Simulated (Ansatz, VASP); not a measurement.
# One calculation of Y3Mg, two programs

```
Y Mg
1.0
     0.00000    3.93157    3.93157
     3.93157    0.00000    3.93157
     3.93157    3.93157    0.00000
Y Mg
3 1
Direct
  0.50000 0.50000 0.50000
  0.25000 0.25000 0.25000
  0.75000 0.75000 0.75000
  0.00000 0.00000 0.00000
```

The cell comes from a database or a generator and needn't be the stable form of this composition.

Alike in both runs: task single point; functional LDA; k mesh 5 × 5 × 5; occupations methfessel-paxton of order 1, width 0.05 eV; no spin polarisation.

|  | VASP | Ansatz |
| --- | --- | --- |
| version | VASP 6.6.1 | Ansatz 0.2.0 |
| potentials or method | VASP PAW LDA potentials, release 64 (Y_sv, Mg) | plane waves, PAW |
| plane-wave cutoff (eV) | 520 | 500 |
| valence electrons in the cell | 35 | 43 |

Ansatz gave:

```
pressure (GPa) : -3.9
```

Q: What did VASP give for the same quantities?

A: Pressure (GPa): -4.2.

The two sets of potentials don't hold the same shells in valence. Ansatz warned: «stress_scf_threshold_loose».
